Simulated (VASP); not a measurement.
Ge: relaxation of the atoms with PBEsol

The system is Ge.

```
Ge
1.0
     0.00000    2.85579    2.85579
     2.85579    0.00000    2.85579
     2.85579    2.85579    0.00000
Ge
2
Direct
  0.00000 0.00000 0.00000
  0.25000 0.25000 0.25000
```

The cell isn't the ideal one: a relaxed cell with its volume scaled by 1.02.

- Program: VASP 6.6.1
- Task: relaxation of the atoms
- Functional: PBEsol
- Potentials or basis: VASP PAW PBE potentials, release 64 (Ge_d)
- Cutoff: 600 eV
- k mesh: 10 × 10 × 10
- Occupations: gaussian, width 0.03 eV
- Spin: no spin polarisation
- Further INCAR settings: ALGO = Fast; EDIFF = 1e-07; IBRION = 2; EDIFFG = -0.01; NSW = 40

```
Pressure after relaxing : -1.3 GPa
Band gap on the k mesh  : none (metal or under the smearing width)
```

Final structure:
```xyz
2
Lattice="0.0000 2.8558 2.8558 2.8558 0.0000 2.8558 2.8558 2.8558 0.0000" Properties=species:S:1:pos:R:3 pbc="T T T"
Ge    0.0000    0.0000    0.0000
Ge    1.4279    1.4279    1.4279
```

Levels at points of the mesh, in eV from the Fermi level:
| k point | band 10 | band 11 | band 12 | band 13 | band 14 | band 15 | band 16 | band 17 | band 18 |
| --- | --- | --- | --- | --- | --- | --- | --- | --- | --- |
| (0.00, 0.00, 0.00) | -24.49 | -12.59 | -0.27 | 0.00 | 0.00 | 0.00 | 2.51 | 2.51 | 2.51 |
| (0.50, 0.00, 0.00) | -24.46 | -10.56 | -7.50 | -1.37 | -1.37 | 0.03 | 3.69 | 3.69 | 6.95 |
| (0.50, 0.50, 0.00) | -24.45 | -8.80 | -8.80 | -2.99 | -2.99 | 0.70 | 0.70 | 9.26 | 9.45 |

Wall time 21 s on 1 thread of Intel(R) Xeon(R) 6975P-C (Granite Rapids), with other jobs on the host, peak memory 0.19 GiB.

Caveat: the relaxation stopped at its first step, so nothing moved; the PAW data sets were made with another functional, which shifts forces and pressure a little.
